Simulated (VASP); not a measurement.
These are PBEsol GGA, VASP's PBE PAW potentials (set 64) (plane waves; VASP) values and carry that method's errors.

VASP input:

KPOINTS:
```
Regular mesh
0
gamma
 14 14 14
0 0 0
```

INCAR:
```
# general
SYSTEM   = GaN
PREC     = Accurate
ENCUT    = 520
LREAL    = F
LASPH    = T

# electronic loop
EDIFF    = 1E-8
NELM     = 100
ALGO     = Normal
LMAXMIX  = 4

# smearing
ISMEAR   = 0
SIGMA    = 0.01

# functional
GGA      = PS

# ions
IBRION   = 8
NSW      = 1

# output
LWAVE    = F
LCHARG   = F

# other
LEPSILON = T
```

**POSCAR**
```
GaN
4.4953310
  0.0000000000   0.5000000520   0.5000000520
  0.5000000520   0.0000000000   0.5000000520
  0.5000000520   0.5000000520   0.0000000000
Ga N
1 1
Cartesian
  0.0000000000   0.0000000000   0.0000000000
  0.2500000260   0.2500000260   0.2500000260
```

POTCAR, in this order: Ga_d N (PBE.64 set). Program: vasp_std.

Output

### OUTCAR
```
 ion  position               nearest neighbor table
   1  0.000  0.000  0.000-   2 1.95   2 1.95   2 1.95   2 1.95
   2  0.250  0.250  0.250-   1 1.95   1 1.95   1 1.95   1 1.95
  LATTYP: Found a face centered cubic cell.
 ALAT       =     4.4953314672
 Subroutine PRICEL returns:
 Original cell was already a primitive cell.
 Subroutine GETGRP returns: Found 24 space group operations
The static configuration has the point symmetry T_d .
The dynamic configuration has the point symmetry T_d .
 Subroutine INISYM returns: Found 24 space group operations
 Subroutine IBZKPT returns following result:
 Found    104 irreducible k-points:

 Following reciprocal coordinates:
            Coordinates               Weight
  0.000000  0.000000  0.000000      1.000000
  0.071429  0.000000  0.000000      8.000000
  0.142857  0.000000  0.000000      8.000000
  0.214286  0.000000  0.000000      8.000000
  0.285714  0.000000  0.000000      8.000000
  0.357143  0.000000  0.000000      8.000000
  0.428571  0.000000  0.000000      8.000000
  0.500000  0.000000  0.000000      4.000000
  0.071429  0.071429  0.000000      6.000000
  0.142857  0.071429  0.000000     24.000000
  0.214286  0.071429  0.000000     24.000000
  0.285714  0.071429  0.000000     24.000000
  0.357143  0.071429  0.000000     24.000000
  0.428571  0.071429  0.000000     24.000000
  0.500000  0.071429  0.000000     24.000000
 -0.428571  0.071429  0.000000     24.000000
 -0.357143  0.071429  0.000000     24.000000
 -0.285714  0.071429  0.000000     24.000000
 -0.214286  0.071429  0.000000     24.000000
 -0.142857  0.071429  0.000000     24.000000
 -0.071429  0.071429  0.000000     12.000000
  0.142857  0.142857  0.000000      6.000000
  0.214286  0.142857  0.000000     24.000000
  0.285714  0.142857  0.000000     24.000000
  0.357143  0.142857  0.000000     24.000000
  0.428571  0.142857  0.000000     24.000000
  0.500000  0.142857  0.000000     24.000000
 -0.428571  0.142857  0.000000     24.000000
 -0.357143  0.142857  0.000000     24.000000
 -0.285714  0.142857  0.000000     24.000000
 -0.214286  0.142857  0.000000     24.000000
 -0.142857  0.142857  0.000000     12.000000
  0.214286  0.214286  0.000000      6.000000
  0.285714  0.214286  0.000000     24.000000
  0.357143  0.214286  0.000000     24.000000
  0.428571  0.214286  0.000000     24.000000
  0.500000  0.214286  0.000000     24.000000
 -0.428571  0.214286  0.000000     24.000000
 -0.357143  0.214286  0.000000     24.000000
 -0.285714  0.214286  0.000000     24.000000
 Subroutine IBZKPT_HF returns following result:
   k-points           NKPTS =    104   k-points in BZ     NKDIM =    104   number of bands    NBANDS=     13
   number of dos      NEDOS =    301   number of ions     NIONS =      2
   total plane-waves  NPLWV =  13824
   dimension x,y,z NGX =    24 NGY =   24 NGZ =   24
   dimension x,y,z NGXF=    48 NGYF=   48 NGZF=   48
   ions per type =               1   1
   PREC   = accura    normal or accurate (medium, high low for compatibility)
   ISTART =      0    job   : 0-new  1-cont  2-samecut
   ICHARG =      2    charge: 1-file 2-atom 10-const
   ISPIN  =      1    spin polarized calculation?
   LNONCOLLINEAR =      F non collinear calculations
   LSORBIT =      F    spin-orbit coupling
   INIWAV =      1    electr: 0-lowe 1-rand  2-diag
   ENCUT  =  520.0 eV  38.22 Ry    6.18 a.u.   5.91  5.91  5.91*2*pi/ulx,y,z
   NELM   =    100;   NELMIN=  2; NELMDL= -5     # of ELM steps
   EDIFF  = 0.1E-07   stopping-criterion for ELM
   LREAL  =      F    real-space projection
   NLSPLINE    = F    spline interpolate recip. space projectors
...
```

### OUTCAR
```


 HEAD OF MICROSCOPIC STATIC DIELECTRIC TENSOR (INDEPENDENT PARTICLE, excluding Hartree and local field effects)
 ------------------------------------------------------
           6.117722     0.000000     0.000000
           0.000000     6.117722     0.000000
           0.000000     0.000000     6.117722
 ------------------------------------------------------

 MACROSCOPIC STATIC DIELECTRIC TENSOR (including local field effects in DFT)
 ------------------------------------------------------
           5.937079     0.000000     0.000000
          -0.000000     5.937079     0.000000
          -0.000000     0.000000     5.937079
 ------------------------------------------------------

 PIEZOELECTRIC TENSOR (including local field effects)  for field in x, y, z        (e  Angst)
          XX          YY          ZZ          XY          YZ          ZX
  --------------------------------------------------------------------------------
  x     0.00000     0.00000     0.00000     0.00000    -1.44039     0.00000
  y    -0.00000     0.00000    -0.00000     0.00000     0.00000    -1.44039
  z     0.00000     0.00000    -0.00000    -1.44039     0.00000     0.00000

 PIEZOELECTRIC TENSOR (including local field effects)  for field in x, y, z        (C/m^2)
          XX          YY          ZZ          XY          YZ          ZX
  --------------------------------------------------------------------------------
  x     0.00000     0.00000     0.00000     0.00000    -1.01617     0.00000
  y    -0.00000     0.00000    -0.00000     0.00000     0.00000    -1.01617
  z     0.00000     0.00000    -0.00000    -1.01617     0.00000     0.00000

 BORN EFFECTIVE CHARGES (including local field effects) (in |e|, cummulative output)
 ---------------------------------------------------------------------------------
 ion    1
    1     2.64895     0.00000    -0.00000
    2     0.00000     2.64895     0.00000
    3     0.00000     0.00000     2.64895
 ion    2
    1    -2.64895     0.00000     0.00000
    2     0.00000    -2.64895     0.00000
    3    -0.00000    -0.00000    -2.64895
```
(Selected blocks of OUTCAR.)

The dielectric response may not be converged in the k-mesh; for small gaps it tends to come out too large.

The compound is GaN in the zinc blende structure, a metastable form; wurtzite is the usual one. It was relaxed first.
